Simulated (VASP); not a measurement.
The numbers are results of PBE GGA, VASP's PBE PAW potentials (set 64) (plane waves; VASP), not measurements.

VASP ran on this input.

### POSCAR
```
KMgF3
1.0
  3.8922024619   0.0000000000   0.0000000000
  0.0000000000   3.8922024619   0.0000000000
  0.0000000000   0.0000000000   3.8922024619
K Mg F
1 1 3
Cart
  0.0000000000   0.0000000000   0.0000000000
  1.9461012310   1.9461012310   1.9461012310
  1.9461012310   0.0000000000   1.9461012310
  0.0000000000   1.9461012310   1.9461012310
  1.9461012310   1.9461012310   0.0000000000
```

INCAR:
```
SYSTEM = KMgF3
ISIF = 3   ! ions, shape and volume
LCHARG = .False.
SIGMA = 0.05   ! width (eV)
LREAL = .False.   ! projection in real space or not
IBRION = 2   ! conjugate gradients
ENCUT = 620   ! plane-wave cut-off (eV)
NSW = 40   ! most ionic steps
PREC = Accurate
PSTRESS = 100   ! kbar
ISMEAR = 0   ! Gaussian
ALGO = Normal
EDIFFG = -0.02
LASPH = .True.
GGA = PE
LWAVE = .False.
NELM = 100   ! most electronic steps
EDIFF = 1E-6   ! SCF stop (eV)
```

File KPOINTS:
```
Automatic mesh
0
Gamma
6 6 6
0 0 0
```

POTCAR, in this order: K_sv Mg F (PBE.64 set). Program: vasp_std.

Task: What will the output report for the number of irreducible k-points (NKPTS), largest plane-wave count, number of space-group operations, FFT grid (NGX, NGY, NGZ)?

Result: 
number of irreducible k-points (NKPTS): 20
largest plane-wave count: 2103
number of space-group operations: 48
FFT grid (NGX, NGY, NGZ): 32 × 32 × 32

The compound is KMgF3 in the cubic perovskite structure. It was relaxed first under an external pressure of 10 GPa.
